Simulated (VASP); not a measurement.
VASP input:

**INCAR**
```
SYSTEM = RuS2
PREC = Accurate; ENCUT = 300; LREAL = .FALSE.
LASPH = .TRUE.
EDIFF = 1E-6; NELM = 100; ALGO = Normal
LMAXMIX = 4
ISMEAR = 0; SIGMA = 0.05
ISIF = 2
LWAVE = .FALSE.; LCHARG = .FALSE.
```

KPOINTS:
```
K-points
0
gamma
3 3 3
0.5 0.5 0.5
```

POSCAR:
```
RuS2
11.4459040
  0.5000000000   0.0000000000   0.0000000000
  0.0000000000   0.5000000000   0.0000000000
  0.0000000000   0.0000000000   0.5000000000
Ru S
4 8
Cart
  0.0000000000   0.2500000000   0.2500000000
  0.2500000000   0.2500000000   0.0000000000
  0.2500000000   0.0000000000   0.2500000000
  0.0000000000   0.0000000000   0.0000000000
  0.1941000000   0.0559000000   0.4441000000
  0.3059000000   0.4441000000   0.0559000000
  0.0559000000   0.4441000000   0.1941000000
  0.4441000000   0.0559000000   0.3059000000
  0.4441000000   0.1941000000   0.0559000000
  0.0559000000   0.3059000000   0.4441000000
  0.3059000000   0.3059000000   0.3059000000
  0.1941000000   0.1941000000   0.1941000000
```

POTCAR, in this order: Ru_pv S (LDA.64 set). Program: vasp_std.

Question: Translate this LDA calculation to Quantum ESPRESSO's pw.x.

Answer: One equivalent input (not run):
```
&CONTROL
  calculation = 'scf'
  pseudo_dir = './pseudo'
  outdir = './out'
  tprnfor = .true.
  tstress = .true.
/
&SYSTEM
  ibrav = 0
  nat = 12
  ntyp = 2
  ecutwfc = 88
  occupations = 'smearing'
  smearing = 'gaussian'
  degauss = 0.003675
  input_dft = 'pz'
/
&ELECTRONS
  conv_thr = 7.3e-08
  electron_maxstep = 100
/
ATOMIC_SPECIES
  Ru 101.070 Ru.upf
  S 32.060 S.upf
CELL_PARAMETERS angstrom
     5.7229520    0.0000000    0.0000000
     0.0000000    5.7229520    0.0000000
     0.0000000    0.0000000    5.7229520
ATOMIC_POSITIONS crystal
  Ru   0.0000000  0.5000000  0.5000000
  Ru   0.5000000  0.5000000  0.0000000
  Ru   0.5000000  0.0000000  0.5000000
  Ru   0.0000000  0.0000000  0.0000000
  S    0.3882000  0.1118000  0.8882000
  S    0.6118000  0.8882000  0.1118000
  S    0.1118000  0.8882000  0.3882000
  S    0.8882000  0.1118000  0.6118000
  S    0.8882000  0.3882000  0.1118000
  S    0.1118000  0.6118000  0.8882000
  S    0.6118000  0.6118000  0.6118000
  S    0.3882000  0.3882000  0.3882000
K_POINTS automatic
  3 3 3 1 1 1
```
The two are equivalent in intent, not identical: the potentials are each code's own (VASP's PAW set, PseudoDojo norm-conserving files in pw.x), so ENCUT and ecutwfc are chosen apart and not converted; conv_thr bounds pw.x's estimated SCF error, while EDIFF bounds the energy change between steps.

The structure comes from a computed database's RuS2 entry; how it stands against other phases isn't given here. The cell was not relaxed at this level. The run is one of a series of settings (GGA removed, POTCAR Ru_pv S (LDA.64 set) against the base run), some of them coarse on purpose.
